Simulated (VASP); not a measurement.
Output of a VASP run:

**OSZICAR**
```
       N       E                     dE             d eps       ncg     rms          rms(c)
DAV:   1     0.960290252543E+02    0.96029E+02   -0.91435E+03  2888   0.134E+03
DAV:   2    -0.215806356726E+02   -0.11761E+03   -0.11272E+03  3456   0.333E+02
DAV:   3    -0.258876056367E+02   -0.43070E+01   -0.42427E+01  3484   0.619E+01
DAV:   4    -0.259345328655E+02   -0.46927E-01   -0.47055E-01  3412   0.672E+00
DAV:   5    -0.259351816677E+02   -0.64880E-03   -0.65994E-03  3676   0.630E-01    0.254E+01
DAV:   6    -0.229059898063E+02    0.30292E+01   -0.15100E+01  3336   0.351E+01    0.995E+00
DAV:   7    -0.227492997248E+02    0.15669E+00   -0.70854E-01  3212   0.776E+00    0.721E+00
DAV:   8    -0.227221973878E+02    0.27102E-01   -0.11753E-01  3356   0.329E+00    0.101E+00
DAV:   9    -0.227170499204E+02    0.51475E-02   -0.20236E-02  3428   0.109E+00    0.225E-01
DAV:  10    -0.227170425183E+02    0.74022E-05   -0.80226E-04  3504   0.328E-01    0.814E-02
DAV:  11    -0.227170232292E+02    0.19289E-04   -0.52691E-05  3452   0.685E-02    0.182E-02
DAV:  12    -0.227170223820E+02    0.84715E-06   -0.12132E-05  3544   0.297E-02    0.576E-03
DAV:  13    -0.227170221913E+02    0.19079E-06   -0.69988E-07  3388   0.702E-03    0.267E-03
DAV:  14    -0.227170220553E+02    0.13596E-06   -0.67921E-08  2072   0.259E-03    0.416E-04
DAV:  15    -0.227170220782E+02   -0.22881E-07   -0.25862E-08  1840   0.117E-03
   1 F= -.22717022E+02 E0= -.22717022E+02  d E =0.000000E+00
```

OUTCAR:
```
------------------------ aborting loop because EDIFF is reached ----------------------------------------
  FORCE on cell =-STRESS in cart. coord.  units (eV):
  Direction    XX          YY          ZZ          XY          YZ          ZX
  --------------------------------------------------------------------------------------
  Total       -0.0080288     -0.0080288     -0.0080288     -0.0000000      0.0000000     -0.0000000
  in kB       -0.4900048     -0.4900048     -0.4900048     -0.0000000      0.0000000     -0.0000000
  external PRESSURE =      -0.4900048 kB  Pullay stress =       0.0000000 kB
  volume of cell :       26.25
      direct lattice vectors                 reciprocal lattice vectors
     0.000000000  2.358906848  2.358906848    -0.211962588  0.211962588  0.211962588
     2.358906848  0.000000000  2.358906848     0.211962588 -0.211962588  0.211962588
     2.358906848  2.358906848  0.000000000     0.211962588  0.211962588 -0.211962588
 POSITION                                       TOTAL-FORCE (eV/Angst)
 -----------------------------------------------------------------------------------
      0.00000      0.00000      0.00000        -0.000000     -0.000000     -0.000000
      1.17945      1.17945      1.17945         0.000000      0.000000      0.000000
 -----------------------------------------------------------------------------------
    total drift:                               -0.000000     -0.000000     -0.000000
  FREE ENERGIE OF THE ION-ELECTRON SYSTEM (eV)
  ---------------------------------------------------
  free  energy   TOTEN  =       -22.7170220782 eV

  energy  without entropy=      -22.7170220782  energy(sigma->0) =      -22.71702208

 total charge

# of ion       s       p       d       tot
------------------------------------------
    1        0.312   6.241   2.424   8.977
    2        1.250   2.529   0.000   3.779
--------------------------------------------------
tot          1.562   8.770   2.424  12.757
```
(Selected blocks of OUTCAR.)

File POSCAR:
```
TaN
1
    0.0000000000     2.3589068479     2.3589068479
    2.3589068479     0.0000000000     2.3589068479
    2.3589068479     2.3589068479    -0.0000000000
Ta N
1 1
Direct
  0.0000000000   0.0000000000   0.0000000000
  0.2500000000   0.2500000000   0.2500000000
```

Task: Reconstruct the remaining input files.

Result: One answer among several that fit: the input of the run itself, PBEsol GGA, plane waves, VASP's PBE PAW potentials (set 64).

### KPOINTS
```
Automatic mesh
0
gamma
  15 15 15
```

**INCAR**
```
# general
SYSTEM =TaN
PREC   =Accurate
ENCUT  =520
LREAL  =.False.
LASPH  =.True.

# electronic loop
EDIFF  =1E-7
NELM   =100
ALGO   =Normal
LMAXMIX=6

# smearing
ISMEAR =-5

# functional
GGA    =PS

# ions
ISIF   =2

# output
LWAVE  =.False.
LCHARG =.True.
LORBIT =11
NEDOS  =601
```

POTCAR, in this order: Ta_pv N (PBE.64 set). Program: vasp_std.

For a metal the tetrahedron method with Blöchl corrections gives inexact stress and forces.

The structure was generated: TaN was put into the zinc blende type (F-43m), which need not be its known phase. It was relaxed first, which changed the volume by -39 %.
